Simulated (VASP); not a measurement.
Given:

```xyz
4
Lattice="3.9892 0.0000 0.0000 0.0000 3.9892 0.0000 0.0000 0.0000 5.5572" Properties=species:S:1:pos:R:3 pbc="T T T"
Sn     1.9946     0.0000     4.3671
Sn     0.0000     1.9946     1.1900
O      1.9946     1.9946     0.0000
O      0.0000     0.0000     0.0000
```

Calculation: RPBE GGA, VASP's PBE PAW potentials (set 64) (plane waves; VASP 6.6.1). Numerical set-up: 520 eV cut-off, 6×6×4 Γ-centred mesh, Gaussian smearing of 0.050 eV, potentials Sn_d O.

Without a dispersion term in the relaxation, distances and binding between the weakly bound layers, chains or molecules are unreliable, and so is what depends on them.

Problem. The ions and cell shape at fixed volume are relaxed. Give the cell that the relaxation ends in.

Solution. 
```xyz
4
Lattice="3.9168 0.0000 0.0000 0.0000 3.9168 0.0000 0.0000 0.0000 5.7644" Properties=species:S:1:pos:R:3 pbc="T T T"
Sn     1.9584     0.0000     4.5945
Sn     0.0000     1.9584     1.1699
O      1.9584     1.9584     0.0000
O      0.0000     0.0000     5.7644
```
Space group P4/nmm (129), at a tolerance of 0.03 Å.

Problem. How much energy does the relaxation gain?

Solution. The energy (σ→0) changes by -13.5 meV/atom, in 7 ionic steps.

The compound is SnO in the litharge structure. This cell is one point of a volume scan, at 1.06 of the reference volume. Symmetry was kept, so distortions that lower it aren't found.
